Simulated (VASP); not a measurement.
Calculation: PBEsol GGA, VASP's PBE PAW potentials (set 64) (plane waves; VASP).

Input for VASP

File POSCAR:
```
Bi
1
    0.0000000000     2.4748667387     2.4748667387
    2.4748667387     0.0000000000     2.4748667387
    2.4748667387     2.4748667387     0.0000000000
Bi
1
Direct
  0.0000000000   0.0000000000   0.0000000000
```

File KPOINTS:
```
Automatic
0
gamma
 12 12 12
```

### INCAR
```
LASPH = .True.   # aspherical one-centre terms
LMAXMIX = 4   # l cut-off of mixed one-centre charges
ALGO = Normal   # blocked Davidson
NELM = 100
LCHARG = .False.
SYSTEM = Bi
EDIFF = 1E-7   # SCF stop (eV)
PREC = Accurate
SIGMA = 0.1
IBRION = 2   # conjugate gradients
NSW = 40
LWAVE = .False.
EDIFFG = -0.01
ISMEAR = 1   # Methfessel-Paxton
PSTRESS = 50   # kbar
ISIF = 3   # ions, shape and volume
GGA = PS   # PBEsol
LREAL = .False.   # projection in real space or not
ENCUT = 480   # plane-wave cut-off (eV)
```

POTCAR, in this order: Bi_d (PBE.64 set). Program: vasp_std.

Energy and stress use the plane-wave basis of the starting cell. Unless said otherwise, spin-orbit coupling is left out, though it shifts the bands of the heavy elements here.

### Question
Estimate the energy per atom (σ→0), volume per atom, band gap (on the k-mesh).

### Answer

- energy per atom (σ→0) = -4.139 eV/atom
- band gap (on the k-mesh) = none (metal, semimetal or under 0.01 eV)
- volume per atom = 28.10 Å³/atom

OSZICAR:
```
...
DAV:   1    -0.413929151574E+01   -0.15317E-02   -0.88182E-03  1896   0.198E+00    0.977E-02
DAV:   2    -0.413900508312E+01    0.28643E-03   -0.48584E-04  1827   0.471E-01    0.384E-02
DAV:   3    -0.413895465189E+01    0.50431E-04   -0.21006E-04  2495   0.286E-01    0.394E-03
DAV:   4    -0.413895436798E+01    0.28391E-06   -0.25856E-06  1638   0.201E-02    0.215E-03
DAV:   5    -0.413895361674E+01    0.75124E-06   -0.24061E-06  1650   0.160E-02    0.106E-03
DAV:   6    -0.413895381512E+01   -0.19838E-06   -0.25175E-07  1686   0.636E-03    0.227E-04
DAV:   7    -0.413895390146E+01   -0.86342E-07   -0.15481E-08   822   0.915E-04
   5 F= -.32620945E+01 E0= -.32616562E+01  d E =-.837071E-07
```

The structure was generated: Bi was put into the fcc type (Fm-3m), which need not be its known phase. This run relaxes it under an external pressure of 5 GPa. Symmetry was kept, so distortions that lower it aren't found.
